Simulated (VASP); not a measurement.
Set up this calculation in VASP 6.6.1, as the native input.

```yaml
Task: relaxation of cell and atoms
Functional: LDA
Potentials_or_basis: VASP PAW LDA potentials, release 64 (Ba_sv, P, Mg, F)
Cutoff: 600 eV
k_mesh: 6 × 6 × 4
Occupations: gaussian, width 0.03 eV
Spin: no spin polarisation
Further_INCAR_settings: ALGO = Normal; EDIFF = 1e-06; IBRION = 2; EDIFFG = -0.01; NSW = 90; ISIF = 3
```

The structure of BaMgPF lies in POSCAR:

```
BaMgPF
1.0
    4.3097000000      0.0000000000      0.0000000000
    0.0000000000      4.3097000000      0.0000000000
    0.0000000000      0.0000000000      9.5032000000
Ba P Mg F
2 2 2 2
Direct
    0.5000000000      0.0000000000      0.1598200000
    0.0000000000      0.5000000000      0.8401800000
    0.5000000000      0.0000000000      0.6532000000
    0.0000000000      0.5000000000      0.3468000000
    0.5000000000      0.5000000000      0.5000000000
    0.0000000000      0.0000000000      0.5000000000
    0.5000000000      0.5000000000      0.0000000000
    0.0000000000      0.0000000000      0.0000000000
```

The cell comes from a database or a generator and needn't be the stable form of this composition.

One way to write it, as run:

INCAR

```
PREC = Accurate ; ENCUT = 600
EDIFF = 1E-6 ; ISMEAR = 0
SIGMA = 0.03 ; LREAL = F
LASPH = T ; NELM = 80
ALGO = Normal ; ISIF = 3
LWAVE = F ; LCHARG = F
GGA = CA ; IBRION = 2
NSW = 90 ; EDIFFG = -0.01
KPAR = 2
```

KPOINTS

```
Automatic mesh
0
Gamma
  6 6 4
```

Potentials or basis: VASP PAW LDA potentials, release 64 (Ba_sv, P, Mg, F).

Launch:

```sh
$ cat potpaw_LDA.64/Ba_sv/POTCAR potpaw_LDA.64/P/POTCAR potpaw_LDA.64/Mg/POTCAR potpaw_LDA.64/F/POTCAR > POTCAR
$ mpirun -np 2 vasp_std > vasp.out
```

It gave:

```yaml
Relaxed_volume: 20.95 Å³/atom
Relaxed_cell: a = 4.248 Å, b = 4.248 Å, c = 9.288 Å, α = 90.00°, β = 90.00°, γ = 90.00°
Space_group_after_relaxing_to_0.05_Å: P4/nmm (No. 129)
Energy_gained_by_relaxing: 9.8 meV/atom
Ionic_steps: 8
Pressure_after_relaxing: 0.0 GPa
Largest_force_after_relaxing: 0.005 eV/Å
Band_gap_on_the_k_mesh: 1.63 eV, direct
```

Caveat: spin-orbit coupling is left out, which moves the levels of the heavy elements.

Wall time 3.8 min on 2 MPI ranks on AMD EPYC 9R45 (Zen 5), with other jobs on the host, peak memory 0.37 GiB a rank.
